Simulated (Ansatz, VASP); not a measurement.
# Two plane-wave programs on InC3S

```
In C S
1.0
     4.42365    0.00000    0.00000
     0.00000    4.42365    0.00000
     0.00000    0.00000    4.42365
In C S
1 3 1
Cartesian
  0.0000 0.0000 0.0000
  0.0000 2.2118 2.2118
  2.2118 2.2118 0.0000
  2.2118 0.0000 2.2118
  2.2118 2.2118 2.2118
```

Change from the starting cell: species swapped into the HoBRh3 type (Pm-3m, No. 221).

Alike in both runs: task relaxation of cell and atoms; functional PBE; k mesh 4 × 4 × 4; occupations gaussian, width 0.1 eV; no spin polarisation.

```csv
,VASP,Ansatz
version,VASP 6.6.1,Ansatz 0.2.0
potentials or method,"VASP PAW PBE potentials, release 64 (In_d, C, S)","scalar-relativistic, plane waves, PAW"
plane-wave cutoff (eV),600,420
valence electrons in the cell,31,31
```

VASP gave:

* gap on the k mesh at the Fermi level, each at its own relaxed structure (eV): none
* relaxed volume (Å³/atom): 10.51
* relaxed cell length with the largest relative difference (Å): 3.745
* energy change over the relaxation (meV/atom): -786

**Question.** Which values does Ansatz return?

**Answer.** gap on the k mesh at the Fermi level, each at its own relaxed structure (eV): none; relaxed volume (Å³/atom): 10.52; relaxed cell length with the largest relative difference (Å): 3.747; energy change over the relaxation (meV/atom): -784.

A gap of «none» marks a metal or a gap that the smearing closes.

Caveats: the volume moved by over 15 % at a fixed basis, so the end points are rough (VASP).
